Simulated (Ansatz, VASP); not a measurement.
**Cu9S (Cu(110)-(2x1)-S added row) in two plane-wave programs**

One calculation is typed for both programs; each brings its own data sets. How far apart do they land? Of the first pair: The structure shown is the start of the Ansatz relaxation below; VASP solves that cell, so the two are compared at the walk's first step.

Calculated with Ansatz 0.2.0; plane waves, with VASP 6.6.1 beside it; single point at LDA.

## (1) Set-up

The cell holds 10 atoms: 9 Cu and 1 S. Cell: a = 3.610 Å, b = 5.105 Å, c = 23.005 Å, α = 90.0°, β = 90.0°, γ = 90.0°. Vacuum lies along c.

## (2) Ansatz: relaxation, LDA

Ansatz runs on its default PAW (the set named soft_2) files.

The two programs are compared at the cell with which this relaxation starts, whose forces are those of its first step.

input.yaml reads:

```yaml
crystal:
  lattice:
    - [3.61, 0.0, 0.0]
    - [0.0, 5.1053109602, 0.0]
    - [0.0, 0.0, 23.0053109602]
  atoms:
    - { symbol: Cu, position: [0.0, 0.0, 0.3694799003] }
    - { symbol: Cu, position: [0.0, 0.5, 0.3694799003] }
    - { symbol: Cu, position: [0.5, 0.25, 0.4249595998] }
    - { symbol: Cu, position: [0.5, 0.75, 0.4249595998] }
    - { symbol: Cu, position: [0.0, 0.0, 0.4804392994] }
    - { symbol: Cu, position: [0.0, 0.5, 0.4804392994] }
    - { symbol: Cu, position: [0.5, 0.25, 0.5359189989] }
    - { symbol: Cu, position: [0.5, 0.75, 0.5359189989] }
    - { symbol: Cu, position: [0.0, 0.0, 0.5913986985] }
    - { symbol: S, position: [0.5, 0.0, 0.6305200997] }
kpoints:
  mp_grid: { grid: [8, 6, 1] }
hamiltonian:
  xc: lda
scf:
  occupations: { method: fermi_dirac, width: 0.1 }
  convergence: { dr2_threshold: 1.0e-08 }
efield:
  axis: 3
  dipole_correction: true
  ramp_position: 0.97
  ramp_width: 0.06
relax:
  f_tol: 0.015
  max_steps: 90
  constraints: [{ sites: [0, 1, 2, 3] }]
output:
  write_potential: true
  write_density: true
  volumetric_format: npy
```

The run is started by

```bash
> ansatz run input.yaml --threads 4 --pin off --max-ram 6144MiB --backend cpu --events-out ev --progress --plain --runs-dir out
```

Numbers of over 12 decimals in the logs are rounded to 6 here.

What it wrote:

```text
Engine: ansatz 0.2.0, aarch64-unknown-linux-gnu
Pseudopotentials: kind: paw
Pseudopotential: Cu, paw, valence charge 19, recommended cutoff 420 eV (normal), Cu.paw.azcp
Pseudopotential: S, paw, valence charge 6, recommended cutoff 420 eV (normal), S.paw.azcp
Functional definition: SPW92
  exchange = slater_x
  correlation = pw_c
Crystal: 10 atoms, lattice volume = 423.992 Å³
Basis set: ecut = 420 eV, 8257 PW (Γ)
Bands: 107, of which v1, the nominal top of the filled ones, is band 89 counted from 1 (88 counted from 0)
Symmetry: 4 space group operations
Space group: Pmm2 (ITA 25), of the structure as read, at distance tolerance 7.5e-5 Å
k-points: 20 of 48
Non-local potential: Cu, projectors of the file, l = 0: 3, l = 1: 2, l = 2: 3, l = 3: 1
Non-local potential: S, projectors of the file, l = 0: 2, l = 1: 2, l = 2: 2
PAW form: soft (Blöchl's): semilocal exchange-correlation on the pseudo side does not see the compensation charge
PAW frozen core: Cu, regenerated for the run's functional, and the local potential with it (the file was generated under x = pbe(κ = 0.804, μ = 0.219515), c = pbe(β = 0.066725))
PAW frozen core: S, regenerated for the run's functional, and the local potential with it (the file was generated under x = pbe(κ = 0.804, μ = 0.219515), c = pbe(β = 0.066725))
PAW one-centre angular grid: Cu, 590 points (default); XC on 64 Gauss nodes
PAW one-centre angular grid: S, 110 points (default); XC on 64 Gauss nodes
Initial density: superposition of atomic densities (neutral atoms: chi_scale 0, normalization atom), corrected by the library's trained network
Initial wavefunctions: pseudopotential atomic-orbital guess
Functional: x = slater, c = lda
SCF iter   1: F=—  HF=-59867.163126 eV  |F-HF|=—  |Δ(HF+E_count)|=         —  Δρ=1.07e-2  dr2=3.29e-1  ethr=1.77e-3  p=-0.124 e·Å  D=-5.27e-2 V/Å  ΔV_dip=1.21 eV  dr2_dipole=1.88e-2  V_vac-E_F(+/−)=5.73/4.52 eV  ⟨swp⟩=8.9  Hψ=10280  notcnv=0  defer=82
efield: sawtooth ramp at fractional position 0.9700 (set: `efield.ramp_position`, or a place that a band, a saddle search or an elastic batch's reference lends), width 0.0600; the density the first Hamiltonian is built on has a dipole p = -0.124 e·Å; the dipole correction subtracts the counter field D = -5.27e-2 V/Å, which shifts the + side's vacuum level by +1.21 eV against the − side's; the planar-averaged density in the ramp window peaks in size at 8.3e-6 e/Å³
preconditioner: auto → LDOS  [metal: Δε(μ)=0.045 eV  Ē_g=8.073 eV  σ=0.100 eV  W_gap=0.11  n_scr=96 (ndim 8)  ℏωp=18.5 eV  f_vac=0.652  D(μ)=3.31/eV (n_scr^D=8)  β→1.0]
SCF iter   2: F=—  HF=-59867.573957 eV  |F-HF|=—  |Δ(HF+E_count)|=   4.11e-1  Δρ=2.79e-2  dr2=1.81e0  ethr=1.86e-4  p=-0.091 e·Å  D=-3.88e-2 V/Å  ΔV_dip=0.89 eV  dr2_dipole=1.50e-2  V_vac-E_F(+/−)=5.85/4.96 eV  ⟨swp⟩=3.0  Hψ=5327  notcnv=0  defer=176  recentre
SCF iter   3: F=—  HF=-59867.101360 eV  |F-HF|=—  |Δ(HF+E_count)|=   4.73e-1  Δρ=4.43e-3  dr2=4.78e-2  ethr=1.86e-4  p=-0.111 e·Å  D=-4.74e-2 V/Å  ΔV_dip=1.09 eV  dr2_dipole=7.26e-5  V_vac-E_F(+/−)=5.78/4.69 eV  ⟨swp⟩=2.6  Hψ=3969  notcnv=0  defer=176
SCF iter   4: F=—  HF=-59867.091204 eV  |F-HF|=—  |Δ(HF+E_count)|=   1.02e-2  Δρ=1.01e-3  dr2=4.17e-3  ethr=2.70e-5  p=-0.111 e·Å  D=-4.75e-2 V/Å  ΔV_dip=1.09 eV  dr2_dipole=5.04e-5  V_vac-E_F(+/−)=5.78/4.69 eV  ⟨swp⟩=2.0  Hψ=3492  notcnv=0  defer=172
SCF iter   5: F=—  HF=-59867.091381 eV  |F-HF|=—  |Δ(HF+E_count)|=   1.77e-4  Δρ=1.14e-3  dr2=3.67e-3  ethr=2.35e-6  p=-0.112 e·Å  D=-4.80e-2 V/Å  ΔV_dip=1.10 eV  dr2_dipole=4.69e-5  V_vac-E_F(+/−)=5.78/4.68 eV  ⟨swp⟩=3.2  Hψ=4668  notcnv=0  defer=172
SCF iter   6: F=—  HF=-59867.090857 eV  |F-HF|=—  |Δ(HF+E_count)|=   5.24e-4  Δρ=2.44e-4  dr2=1.95e-4  ethr=2.07e-6  p=-0.112 e·Å  D=-4.78e-2 V/Å  ΔV_dip=1.10 eV  dr2_dipole=7.54e-6  V_vac-E_F(+/−)=5.79/4.69 eV  ⟨swp⟩=2.0  Hψ=2806  notcnv=0  defer=172
SCF iter   7: F=—  HF=-59867.090961 eV  |F-HF|=—  |Δ(HF+E_count)|=   1.04e-4  Δρ=1.03e-4  dr2=3.65e-5  ethr=1.10e-7  p=-0.112 e·Å  D=-4.78e-2 V/Å  ΔV_dip=1.10 eV  dr2_dipole=9.63e-7  V_vac-E_F(+/−)=5.79/4.69 eV  ⟨swp⟩=2.0  Hψ=3433  notcnv=0  defer=172
SCF iter   8: F=—  HF=-59867.090987 eV  |F-HF|=—  |Δ(HF+E_count)|=   2.64e-5  Δρ=4.78e-5  dr2=8.75e-6  ethr=2.06e-8  p=-0.112 e·Å  D=-4.78e-2 V/Å  ΔV_dip=1.10 eV  dr2_dipole=2.54e-7  V_vac-E_F(+/−)=5.79/4.69 eV  ⟨swp⟩=2.0  Hψ=2910  notcnv=0  defer=172
SCF iter   9: F=—  HF=-59867.090837 eV  |F-HF|=—  |Δ(HF+E_count)|=   1.50e-4  Δρ=2.79e-5  dr2=2.26e-6  ethr=4.94e-9  p=-0.112 e·Å  D=-4.78e-2 V/Å  ΔV_dip=1.10 eV  dr2_dipole=3.48e-8  V_vac-E_F(+/−)=5.79/4.69 eV  ⟨swp⟩=2.0  Hψ=3055  notcnv=0  defer=172
SCF iter  10: F=—  HF=-59867.090841 eV  |F-HF|=—  |Δ(HF+E_count)|=   3.44e-6  Δρ=7.95e-6  dr2=2.84e-7  ethr=1.28e-9  p=-0.112 e·Å  D=-4.78e-2 V/Å  ΔV_dip=1.10 eV  dr2_dipole=3.37e-8  V_vac-E_F(+/−)=5.79/4.69 eV  ⟨swp⟩=2.0  Hψ=3014  notcnv=0  defer=172
[...]
SCF converged after 6 iterations
Free energy (F): -59867.411802 eV
Harris-Foulkes:  -59867.411802 eV  (|F-HF|=4.97e-8)
Internal energy: -59867.299724 eV  (E = F + TS)
E sigma→0 (E₀):  -59867.355763 eV
Entropy (-TS):   -0.112078 eV (-11.208 meV/atom)
Fermi energy:    0.685871 eV
Dipole field:    D = -0.046704 V/Å  (p = -0.109434 e·Å, saw-weighted, corrected)
Work function:   Φ+ = 5.7637 eV   Φ− = 4.6892 eV
Levels:          The Fermi level and band energies are counted from a zero that moves with the ramp; work functions are not
--- Per-component energies (eV) ---
  E_band       = -5971.868487
  E_kinetic    = 2813.770336
  E_local      = -366626.109929  (includes V_loc(G=0)·N_el)
  E_nonlocal   = 3589.623088
  E_hartree    = 179735.485577
  E_xc         = -894.150325
  E_vxc        = -1122.520757  (∫ρ·V_xc dr)
  E_paw        = -14917.878023  (= ΣΔE_a)
  E_vpaw       = -4091.718885  (= ΣTr[D̂ρ^β])
  E_aug_tail   = 0.001864  (compensation charges beyond the density's cutoff)
  E_efield     = 0.002555  (sawtooth field / dipole correction)
  E_vefield    = -5.892949  (∫n·V_field dr)
  E_ewald      = 136427.754994
  E_core_change = 4.200138  (= ΣΔE_core)
  E_smearing   = -0.112078  (= −TS)
  E_closure    = -0.000000  (closes the sum)
  Σ components = -59867.411802   (vs F -59867.411802, Δ=0.00e0)
--- Forces (eV/Å), atoms counted from 1 ---
  atom   1  Cu     0.00000000     0.00000000     0.49824521
  atom   2  Cu     0.00000000     0.00000000     0.75166324
  atom   3  Cu     0.00000000     0.22427656    -0.62590885
  atom   4  Cu     0.00000000    -0.22427656    -0.62590885
  atom   5  Cu     0.00000000     0.00000000     0.00052020
  atom   6  Cu     0.00000000     0.00000000     0.00056709
  atom   7  Cu     0.00000000     0.00002275     0.00027082
  atom   8  Cu     0.00000000    -0.00002275     0.00027082
  atom   9  Cu     0.00000000     0.00000000    -0.00064160
  atom  10  S      0.00000000     0.00000000     0.00025110
  max |Σ_I F_I| component: 6.71e-4 eV/Å
--- Band table (eV; the first three rows and the last of 20) ---
  k-point 0: bands = [... 85 lower, -0.2395, 0.5278, 0.6414, 0.6703, 1.3752, 2.0994, 2.2107, 3.7741, ... 14 higher]
  k-point 1: bands = [... 85 lower, -0.4231, -0.1777, 0.6289, 0.7339, 1.6560, 2.4414, 3.0670, 4.0445, ... 14 higher]
  k-point 2: bands = [... 85 lower, -0.7876, -0.3375, 0.3938, 0.7781, 1.9166, 2.9344, 4.3230, 4.8093, ... 14 higher]
  k-point 19: bands = [... 85 lower, -0.3470, -0.3167, 0.0975, 0.2333, 1.0809, 1.1403, 1.8027, 2.4457, ... 14 higher]
--- Relaxed structure (6 steps of the walk, 6 accepted, 0 SCFs on fresh bases) ---
  F+E_penalty+E_count = -59867.41180210 eV   max|allowed force component| = 6.416e-4 eV/Å
  atoms:
    - { symbol: Cu, position: [0.0, 0.0, 0.3694799003] }
    - { symbol: Cu, position: [0.0, 0.5, 0.3694799003] }
    - { symbol: Cu, position: [0.5, 0.25, 0.4249595998] }
    - { symbol: Cu, position: [0.5, 0.750000, 0.4249595998] }
    - { symbol: Cu, position: [0.0, 0.0, 0.472330] }
    - { symbol: Cu, position: [0.0, 0.5, 0.478460] }
    - { symbol: Cu, position: [0.5, 0.253940, 0.530130] }
    - { symbol: Cu, position: [0.5, 0.746060, 0.530130] }
    - { symbol: Cu, position: [0.0, 0.0, 0.573991] }
    - { symbol: S, position: [0.5, 0.0, 0.617682] }
```

The column dr2 measures how far the density is from self-consistency, as an energy; F and HF (Harris–Foulkes) agree once it is small.

## (3) VASP: single point, LDA, start cell, pair 1

The same cell, functional (in two slightly different forms), mesh and smearing now go to VASP, with its own data sets.

Lines of VASP's logs that name or quote its potential files are left out, and so is its time.

INCAR reads:

```
SYSTEM = Cu9S
PREC = Accurate
ENCUT = 520
EDIFF = 1E-06
NELM = 120
ISMEAR = -1
SIGMA = 0.1
LREAL = .FALSE.
ALGO = Normal
GGA = PW92
NBANDS = 65
LASPH = .TRUE.
LORBIT = 11
LWAVE = .FALSE.
LCHARG = .FALSE.
ISIF = 2
LDIPOL = .TRUE.
IDIPOL = 3
DIPOL = 0.5 0.5 0.484
LVHAR = .TRUE.
GGA_COMPAT = .FALSE.
NELMDL = -8
KPAR = 2
```

POSCAR reads:

```
Cu9S
1.0
    3.6100000000      0.0000000000      0.0000000000
    0.0000000000      5.1053109602      0.0000000000
    0.0000000000      0.0000000000     23.0053109602
Cu S
9 1
Direct
    0.0000000000      0.0000000000      0.3694799003
    0.0000000000      0.5000000000      0.3694799003
    0.5000000000      0.2500000470      0.4249596111
    0.5000000000      0.7499999530      0.4249596111
    0.0000000000      0.0000000000      0.4804392785
    0.0000000000      0.5000000000      0.4804392785
    0.5000000000      0.2500000470      0.5359189894
    0.5000000000      0.7499999530      0.5359189894
    0.0000000000      0.0000000000      0.5913987002
    0.5000000000      0.0000000000      0.6305201014
```

KPOINTS reads:

```
Automatic mesh
0
Gamma
8 6 1
0 0 0
```

Potentials, in the order of the species: Cu and S (LDA family, release 64).

The run is started by

```bash
> mpirun -np 2 vasp_std
```

What it wrote:

```text
[banner, memory and clock lines left out]
running    2 mpi-ranks, on    1 nodes
 distrk:  each k-point on    1 cores,    2 groups
 distr:  one band on    1 cores,    1 groups

 POSCAR found type information on POSCAR CuS
 POSCAR found :  2 types and      10 ions
|                                                                             |
|               ----> ADVICE to this user running VASP <----                  |
|                                                                             |
|     You enforced a specific xc type in the INCAR file but a different       |
|     [... a line on the potential file left out ...]
|     I HOPE YOU KNOW WHAT YOU ARE DOING!                                     |
|                                                                             |

 LDA part: xc-table for (Slater(with rela. corr.)+PW92), standard interpolation
 POSCAR, INCAR and KPOINTS ok, starting setup
 FFT: planning ... GRIDC
 FFT: planning ... GRID_SOFT
 FFT: planning ... GRID
 WAVECAR not read
 entering main loop
       N       E                     dE             d eps       ncg     rms          rms(c)
DAV:   1     0.947876692556E+03    0.94788E+03   -0.42958E+04  2600   0.178E+03
DAV:   2     0.671079120003E+02   -0.88077E+03   -0.84996E+03  2600   0.401E+02
DAV:   3    -0.422459815160E+02   -0.10935E+03   -0.10406E+03  3276   0.196E+02
DAV:   4    -0.515491642022E+02   -0.93032E+01   -0.89964E+01  3943   0.591E+01
DAV:   5    -0.517963509543E+02   -0.24719E+00   -0.24667E+00  3879   0.113E+01
DAV:   6    -0.518021246941E+02   -0.57737E-02   -0.57710E-02  4080   0.142E+00
DAV:   7    -0.518022737684E+02   -0.14907E-03   -0.14905E-03  3968   0.266E-01
DAV:   8    -0.518022806372E+02   -0.68687E-05   -0.68684E-05  4096   0.504E-02    0.243E+01
DAV:   9    -0.480951546680E+02    0.37071E+01   -0.10729E+02  3104   0.150E+02    0.155E+01
DAV:  10    -0.434172714312E+02    0.46779E+01   -0.34675E+01  3110   0.101E+02    0.633E+00
DAV:  11    -0.434749393133E+02   -0.57668E-01   -0.12544E+01  3312   0.952E+01    0.601E+00
DAV:  12    -0.433490192000E+02    0.12592E+00   -0.61369E+00  3487   0.603E+01    0.357E+00
DAV:  13    -0.432703492655E+02    0.78670E-01   -0.14046E+00  3704   0.323E+01    0.225E+00
DAV:  14    -0.432289299913E+02    0.41419E-01   -0.58257E-01  3159   0.128E+01    0.117E+00
[...]
DAV:  26    -0.432148056002E+02   -0.52258E-04   -0.17299E-05  3022   0.813E-02    0.127E-02
DAV:  27    -0.432148526356E+02   -0.47035E-04   -0.85806E-06  2945   0.589E-02    0.598E-03
DAV:  28    -0.432148611632E+02   -0.85276E-05   -0.20953E-06  2096   0.189E-02    0.382E-03
DAV:  29    -0.432148769212E+02   -0.15758E-04   -0.20454E-06  1773   0.175E-02    0.274E-03
DAV:  30    -0.432148791067E+02   -0.21854E-05   -0.11109E-06  2040   0.172E-02    0.123E-03
DAV:  31    -0.432148839992E+02   -0.48925E-05   -0.66269E-07  1805   0.908E-03    0.148E-03
DAV:  32    -0.432148857236E+02   -0.17244E-05   -0.21610E-07  1872   0.751E-03    0.809E-04
DAV:  33    -0.432148865327E+02   -0.80915E-06   -0.10335E-07  1823   0.450E-03
   1 F= -.43214887E+02 E0= -.43160301E+02  d E =-.109170E+00
```

From OUTCAR (step 3):

```text
ion  position               nearest neighbor table
   1  0.000  0.000  0.369-   5 2.55   2 2.55   2 2.55   3 2.55   4 2.55   3 2.55   4 2.55
   2  0.000  0.500  0.369-   6 2.55   1 2.55   1 2.55   3 2.55   4 2.55   3 2.55   4 2.55
   3  0.500  0.250  0.425-   6 2.55   6 2.55   4 2.55   7 2.55   5 2.55   5 2.55   2 2.55   2 2.55
                             1 2.55   1 2.55   4 2.55
   4  0.500  0.750  0.425-   6 2.55   6 2.55   3 2.55   8 2.55   5 2.55   5 2.55   2 2.55   2 2.55
                             1 2.55   1 2.55   3 2.55
   5  0.000  0.000  0.480-   1 2.55   3 2.55   4 2.55   3 2.55   4 2.55   6 2.55   6 2.55   8 2.55
                             7 2.55   7 2.55   8 2.55   9 2.55
   6  0.000  0.500  0.480-   3 2.55   4 2.55   3 2.55   4 2.55   2 2.55   5 2.55   5 2.55   8 2.55
                             7 2.55   7 2.55   8 2.55
   7  0.500  0.250  0.536-  10 2.52   8 2.55   3 2.55   6 2.55   6 2.55   9 2.55   9 2.55   5 2.55
                             5 2.55   8 2.55
   8  0.500  0.750  0.536-  10 2.52   7 2.55   4 2.55   6 2.55   6 2.55   9 2.55   9 2.55   5 2.55
                             5 2.55   7 2.55
   9  0.000  0.000  0.591-  10 2.02  10 2.02   7 2.55   7 2.55   8 2.55   8 2.55   5 2.55
  10  0.500  0.000  0.631-   9 2.02   9 2.02   7 2.52   8 2.52

  LATTYP: Found a simple orthorhombic cell.
 ALAT       =     3.6100000000
 B/A-ratio  =     1.4142135624
 C/A-ratio  =     6.3726623158

 Subroutine GETGRP returns: Found  4 space group operations
 (whereof  4 operations were pure point group operations)

The static configuration has the point symmetry C_2v.

 Found     20 irreducible k-points:

   k-points           NKPTS =     20   k-points in BZ     NKDIM =     20   number of bands    NBANDS=     65

   dimension x,y,z NGX =    28 NGY =   40 NGZ =  180
   dimension x,y,z NGXF=    56 NGYF=   80 NGZF=  360

   ENCUT  =  520.0 eV  38.22 Ry    6.18 a.u.   6.71  9.49 42.77*2*pi/ulx,y,z

   NELECT =     105.0000    total number of electrons

 k-points in reciprocal lattice and weights: Automatic mesh
   0.00000000  0.00000000  0.00000000       0.021
   0.12500000  0.00000000  0.00000000       0.042
   0.25000000  0.00000000  0.00000000       0.042
   0.37500000  0.00000000  0.00000000       0.042
   0.50000000  0.00000000  0.00000000       0.021
   0.00000000  0.16666667  0.00000000       0.042
   0.12500000  0.16666667  0.00000000       0.083
   0.25000000  0.16666667  0.00000000       0.083
   0.37500000  0.16666667  0.00000000       0.083
[...]
0.37500000  0.50000000  0.00000000       0.042
   0.50000000  0.50000000  0.00000000       0.021

 dipolmoment           0.000000      0.000000      0.115719 electrons x Angstroem

 average (electrostatic) potential at core
       1 -73.0699       2 -73.0422       3 -73.5167       4 -73.5167       5 -73.4381
       6 -73.4928       7 -73.3560       8 -73.3560       9 -73.8516      10 -93.4975

 E-fermi :  -1.6015

 k-point     1 :       0.0000    0.0000    0.0000
  band No.  band energies     occupation
    ...
     49      -2.7991      1.99999
     50      -2.6912      1.99996
     51      -1.7427      1.60817
     52      -1.5669      0.82867
     53      -1.5642      0.81518
     54      -1.0090      0.00533
     55      -0.2367      0.00000
     56      -0.0979      0.00000
     57       1.5451      0.00000
     58       1.6385      0.00000
    ...

 k-point     2 :       0.1250    0.0000    0.0000
  band No.  band energies     occupation
    ...
     47      -3.0903      2.00000
     48      -3.0821      2.00000
     49      -2.6978      1.99997
     50      -2.6591      1.99995
     51      -2.3110      1.99834
     52      -1.4897      0.49261
     53      -1.4878      0.48570
     54      -0.8815      0.00149
     55       0.0449      0.00000
     56       0.0480      0.00000
    ...

 k-point     3 :       0.2500    0.0000    0.0000
  band No.  band energies     occupation
    ...
     47      -3.1128      2.00000
     48      -3.0581      2.00000
     49      -3.0379      2.00000
     50      -2.7183      1.99997
     51      -2.4136      1.99941
     52      -1.4206      0.28137
     53      -1.2947      0.08889
     54      -1.2139      0.04059
     55      -0.7319      0.00033
     56       0.4939      0.00000
    ...

  Total       -3.0897551    -10.7294951     -7.8913285      0.0000000      0.0000000      0.0000000
  in kB      -11.6755442    -40.5445383    -29.8196950      0.0000000      0.0000000      0.0000000
  external PRESSURE =     -27.3465925 kB  Pullay stress =       0.0000000 kB

  energy-cutoff  :      520.00
  volume of cell :      423.99
      direct lattice vectors                 reciprocal lattice vectors
     3.610000000  0.000000000  0.000000000     0.277008310  0.000000000  0.000000000
     0.000000000  5.105310960  0.000000000     0.000000000  0.195874455  0.000000000
     0.000000000  0.000000000 23.005310960     0.000000000  0.000000000  0.043468224

 POSITION                                       TOTAL-FORCE (eV/Angst)
 -----------------------------------------------------------------------------------
      0.00000      0.00000      8.50000        -0.000000      0.000000      0.940749
      0.00000      2.55266      8.50000        -0.000000      0.000000      0.827038
      1.80500      1.27633      9.77633        -0.000000      0.039273     -0.134769
      1.80500      3.82898      9.77633         0.000000     -0.039273     -0.134769
      0.00000      0.00000     11.05265        -0.000000      0.000000     -0.108425
      0.00000      2.55266     11.05265        -0.000000      0.000000      0.070816
      1.80500      1.27633     12.32898        -0.000000     -0.133494     -0.045152
      1.80500      3.82898     12.32898        -0.000000      0.133494     -0.045152
      0.00000      0.00000     13.60531        -0.000000      0.000000     -1.305297
      1.80500      0.00000     14.50531        -0.000000      0.000000     -0.065036
 -----------------------------------------------------------------------------------
    total drift:                                0.000000     -0.000000     -0.005433

  FREE ENERGIE OF THE ION-ELECTRON SYSTEM (eV)
  ---------------------------------------------------
  free  energy   TOTEN  =       -43.2148865327 eV

  energy  without entropy=      -43.1057160617  energy(sigma->0) =      -43.16030130

 vacuum level on the upper side and lower side of the slab         4.199         3.062

 total charge
# of ion       s       p       d       tot
------------------------------------------
    1        0.442   0.226   9.224   9.891
    2        0.450   0.217   9.230   9.897
    3        0.447   0.358   9.176   9.982
    4        0.447   0.358   9.176   9.982
    5        0.457   0.367   9.198  10.022
    6        0.451   0.356   9.178   9.985
    7        0.422   0.330   9.202   9.954
    8        0.422   0.330   9.202   9.954
    9        0.528   0.541   9.204  10.274
   10        1.349   2.355   0.000   3.704
--------------------------------------------------
tot          5.414   5.439  82.790  93.644

[... 3 further parts left out ...]
```

This run has no spin polarisation, so a moment on Cu, if there is one, isn't seen. Its electron count is odd, so without a moment it is a metal by construction.

(Part 1 of 2 ends here.)

[Lines on the potential files, build, host, timing and source positions are cut from VASP's logs without a mark.]

[Logs are printed without paths, hosts, clocks, repeated set-up lines and the standing remarks that a program may print on its own settings, such as how far it seeks lower states.]

[Hosts, paths, dates, database ids (printed as entryN), source tags and the programs' standing remarks are cut or masked in the printed files.]
